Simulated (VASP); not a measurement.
A convergence study with VASP on TiO$_{2}$ (rutile): one setting is varied, all else stays as given below, so the limit is that of these other settings. ε∞ is the independent-particle value.

```
CELL_PARAMETERS angstrom
      4.59000     0.00000     0.00000
      0.00000     4.59000     0.00000
      0.00000     0.00000     2.96000
ATOMIC_POSITIONS crystal
  Ti 0.00000 0.00000 0.00000
  Ti 0.50000 0.50000 0.50000
  O  0.30500 0.30500 0.00000
  O  0.80500 0.19500 0.50000
  O  0.19500 0.80500 0.50000
  O  0.69500 0.69500 0.00000
```

Level of theory: PBE GGA, VASP's PBE PAW potentials (set 64) (plane waves; VASP). The tightest run used: 700 eV cut-off, 4×4×6 Γ-centred mesh, Gaussian smearing of 0.050 eV, potentials Ti_sv O.

```tsv
setting	mean ε∞	bands
NBANDS = 25	2.88	25
NBANDS = 26	4.00	26
NBANDS = 28	5.21	28
NBANDS = 32	6.81	32
```

**Question.** These are the cheaper rows. Estimate the results at NBANDS = 152, and how far the last row shown lies from them.

**Answer.** 
```tsv
quantity	tightest run	last row shown is off by
mean ε∞	8.11	-1.30
```

Left out are rungs that failed or repeat a setting and relaxations that didn't move; long series are thinned to 24 rows.

The compound is TiO2 in the rutile structure. The cell was not relaxed at this level, forces remain on its atoms.
